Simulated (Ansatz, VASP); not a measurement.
# Li2P: VASP beside Ansatz

File INCAR:

```
SYSTEM = Li2P
  PREC = Accurate
  ENCUT = 520
  EDIFF = 1E-7
  ISMEAR = 0
  SIGMA = 0.1
  LREAL = .False.
  LASPH = .True.
  NELM = 100
  ALGO = Normal
  ISIF = 2
  LWAVE = .False.
  LCHARG = .False.
  GGA = PE
  NBANDS = 20
```

KPOINTS

```
Automatic mesh
0
Gamma
  12 12 6
  0 0 0
```

The input POSCAR:

```
Li2P
1.0
    4.3088591411      0.0000000000      0.0000000000
   -2.1544295706      3.7315814775      0.0000000000
    0.0000000000      0.0000000000      6.8995400154
Li P
4 2
Direct
    0.0000000000      0.0000000000      0.0000000000
    0.3333333333      0.6666666667      0.2204357997
    0.6666666667      0.3333333333      0.5000000000
    0.3333333333      0.6666666667      0.7795642003
    0.6666666667      0.3333333333      0.1640347519
    0.6666666667      0.3333333333      0.8359652481
```

Input for Ansatz:

```yaml
crystal:
  lattice:
    - [4.3088591411, 0.0, 0.0]
    - [-2.1544295706, 3.7315814775, 0.0]
    - [0.0, 0.0, 6.8995400154]
  atoms:
    - { symbol: Li, position: [0.0, 0.0, 0.0] }
    - { symbol: Li, position: [0.3333333333, 0.6666666667, 0.2204357997] }
    - { symbol: Li, position: [0.6666666667, 0.3333333333, 0.5] }
    - { symbol: Li, position: [0.3333333333, 0.6666666667, 0.7795642003] }
    - { symbol: P, position: [0.6666666667, 0.3333333333, 0.1640347519] }
    - { symbol: P, position: [0.6666666667, 0.3333333333, 0.8359652481] }
basis:
  ecutwfc: 420
kpoints:
  mp_grid: { grid: [12, 12, 6] }
  band_path:
    path:
      - [[0.0, 0.0, 0.0], [0.5, 0.0, 0.0], [0.33333333, 0.33333333, 0.0], [0.0, 0.0, 0.0], [0.0, 0.0, 0.5], [0.5, 0.0, 0.5], [0.33333333, 0.33333333, 0.5], [0.0, 0.0, 0.5]]
      - [[0.5, 0.0, 0.5], [0.5, 0.0, 0.0]]
      - [[0.33333333, 0.33333333, 0.5], [0.33333333, 0.33333333, 0.0]]
    npoints: 14
hamiltonian:
  xc: pbe
scf:
  occupations: { method: gaussian, width: 0.1 }
  n_extra_bands: 15
output:
  forces: true
  stress: true
  eigenvalues: true
  populations: true
  dos: { projected: true, de: 0.02, nscf_kmesh: { grid: [15, 15, 8] } }
  bader: true
  write_density: true
  write_potential: true
  elf: true
  volumetric_format: npy
```

The cell was built by a generator and needn't be a form met in nature.

Alike in both runs: task single point; functional PBE; k mesh 12 × 12 × 6; occupations gaussian, width 0.1 eV; no spin polarisation.

|  | VASP | Ansatz |
| --- | --- | --- |
| version | VASP 6.6.1 | Ansatz 0.2.0 |
| potentials or method | VASP PAW PBE potentials, release 64 (Li_sv, P) | scalar-relativistic, plane waves, PAW |
| plane-wave cutoff (eV) | 520 | 420 |
| valence electrons in the cell | 22 | 22 |

```csv
,VASP,Ansatz,Ansatz less VASP
gap on the k mesh at the Fermi level (eV),none,none,-
rms of the force components (eV/Å),0.014,0.000,-0.0142
```

Atom by atom the forces differ by 0.014 eV/Å (rms over components). A gap of «none» marks a metal or a gap that the smearing closes. The functional is the same, so the differences come from potentials, cutoffs and numerics.
